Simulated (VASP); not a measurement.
Input:

```xyz
71
Lattice="4.6933 -8.1290 0.0000 4.6933 8.1290 0.0000 0.0000 0.0000 10.0192" Properties=species:S:1:pos:R:3 pbc="T T T"
Al     1.5662    -0.8737     2.5007
Al     1.5690     0.9016     9.9495
Al     1.5737    -0.9051     7.4931
Al     1.6990     1.1023     4.9544
Al     3.0421     1.8453     2.5315
Al     3.1324     3.6062     9.9550
Al     3.1625     1.7874     7.3914
Al     3.0073     3.4347     4.9669
Al     4.6654     4.4968     2.5010
Al     4.7052     6.3161     0.0090
Al     4.7013     4.5126     7.4985
Al     4.7034     6.3191     4.9940
Al     3.1226    -3.6130     2.5222
Al     3.1289    -1.8107     0.0138
Al     3.1349    -3.6170     7.5122
Al     3.1238    -1.7707     5.0152
Al     4.6810    -0.8546     2.5184
Al     4.6814     0.9087     9.9973
Al     4.7298    -0.9526     7.5489
Al     6.2047     1.7882     2.5191
Al     6.2603     3.6124     0.0153
Al     6.3171     1.7977     7.5474
Al     6.2169     3.5945     5.0166
Al     4.6894    -6.3231     2.5039
Al     4.6933    -4.5186    10.0151
Al     4.7172    -6.3277     7.4939
Al     4.6958    -4.5205     4.9975
Al     6.2538    -3.6130     2.5023
Al     6.2606    -1.8119     0.0180
Al     6.2724    -3.6303     7.5017
Al     6.2778    -1.7909     5.0273
Al     7.8203    -0.9042     2.5095
Al     7.8275     0.9030     0.0174
Al     7.8435    -0.9147     7.5263
Al     7.8162     0.8793     5.0247
N      1.5908    -0.8364     4.4139
N      1.5153     0.8879     1.8207
N      1.5709    -0.9245     9.4135
N      1.5658     0.8851     6.9280
N      3.1152     3.6511     1.8296
N      3.1413     1.7986     9.3519
N      3.1460     3.6270     6.9358
N      4.6407     4.4578     4.4170
N      4.6962     6.3180     1.9290
N      4.7139     4.5204     9.4184
N      4.7082     6.3153     6.9124
N      3.0991    -3.6023     4.4371
N      3.1340    -1.8027     1.9378
N      3.1269    -3.6136     9.4362
N      3.1490    -1.8107     6.9298
N      4.7188    -0.8118     4.4794
N      4.6537     0.9229     1.8844
N      4.6959    -0.9188     9.4501
N      4.8197     0.8289     6.9713
N      6.1674     1.7325     4.4808
N      6.2532     3.6024     1.9397
N      6.2709     1.8102     9.4495
N      6.2693     3.5967     6.9307
N      4.6150    -6.3177     4.4052
N      4.6810    -4.5117     1.9099
N      4.6809    -6.3171     9.4116
N      4.6938    -4.5157     6.9219
N      6.2076    -3.5427     4.4040
N      6.2406    -1.7863     1.9316
N      6.2466    -3.6073     9.4180
N      6.2870    -1.8237     6.9391
N      7.8325    -0.9096     4.4218
N      7.7930     0.9058     1.9334
N      7.8304    -0.9084     9.4475
N      7.8504     0.8868     6.9361
Si     4.6048     0.9303     5.1376
```
Cell charge -1.

Level of theory: HSE06 screened hybrid, VASP's PBE PAW potentials (set 64) (plane waves; VASP). Run with PREC = Normal, LREAL = Auto, ISYM = 0, NELECT = 285.0, EDIFF = 1E-5, 400 eV cut-off, 1×1×1 Γ-centred mesh, Gaussian smearing of 0.050 eV, potentials Al N Si. Starting moments (MAGMOM): 71*0.0141. The cell's moment is fixed (NUPDOWN = 1).

The cell is charged, with a uniform compensating background. The supercell is sampled at Γ alone, which is coarse: total energies, pressure and levels can be off, energies of defects by several tenths of an eV.

Estimate the cell moment, energy per atom (σ→0).

| Property | Value |
|---|---|
| cell moment | 1.00 μB |
| energy per atom (σ→0) | -8.466 eV/atom |

Give the moment on each site (PAW-sphere projection).

```csv
site,moment (μB)
Al1,0.00
Al2,0.00
Al3,0.01
Al4,0.05
Al5,0.04
Al6,0.00
Al7,0.00
Al8,0.05
Al9,0.00
Al10,0.00
Al11,0.01
Al12,0.00
Al13,0.00
Al14,0.00
Al15,0.00
Al16,0.00
Al17,0.00
Al18,0.00
Al19,0.00
Al20,0.00
Al21,0.00
Al22,0.00
Al23,0.00
Al24,0.00
Al25,0.00
Al26,0.00
Al27,0.00
Al28,0.00
Al29,0.00
Al30,0.00
Al31,0.00
Al32,0.00
Al33,0.00
Al34,0.00
Al35,0.00
N36,0.00
N37,0.01
N38,0.00
N39,0.03
N40,0.00
N41,0.00
N42,0.03
N43,0.00
N44,0.00
N45,0.00
N46,0.00
N47,0.00
N48,0.00
N49,0.00
N50,0.00
N51,0.02
N52,0.03
N53,0.00
N54,0.00
N55,0.02
N56,0.00
N57,0.00
N58,0.00
N59,0.02
N60,0.00
N61,0.00
N62,0.00
N63,0.03
N64,0.00
N65,0.00
N66,0.00
N67,0.00
N68,0.00
N69,0.00
N70,0.00
Si71,0.03
```

The cell is a supercell with a defect, built from AlN (wurtzite): Si_Al-vac_N, charge -1. The cell's shape comes from a PBE relaxation.
